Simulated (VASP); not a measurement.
Here is the system:

```xyz
4
Lattice="3.7741 0.0000 0.0000 0.0000 3.7741 0.0000 0.0000 0.0000 3.7741" Properties=species:S:1:pos:R:3 pbc="T T T"
Cu     0.0000     1.8870     1.8870
Cu     1.8870     0.0000     1.8870
Cu     1.8870     1.8870     0.0000
Au     0.0000     0.0000     0.0000
```

Calculation: revPBE GGA, VASP's PBE PAW potentials (set 64) (plane waves; VASP 6.6.1). Numerical set-up: 520 eV cut-off, 8×8×8 Γ-centred mesh, first-order Methfessel-Paxton smearing of 0.10 eV, potentials Cu Au.

Unless said otherwise, spin-orbit coupling is left out, though it shifts the bands of the heavy elements here.

Question: What does the run give for the energy per atom (σ→0), pressure, band gap (on the k-mesh) with the smallest direct gap where there is one?

Answer: 
- band gap (on the k-mesh): none (metal, semimetal or under 0.01 eV)
- energy per atom (σ→0): -3.238 eV/atom
- pressure: 4.64 GPa

The compound is Cu3Au in the L1_2 structure. This cell is one point of a volume scan, at 0.97 of the reference volume.
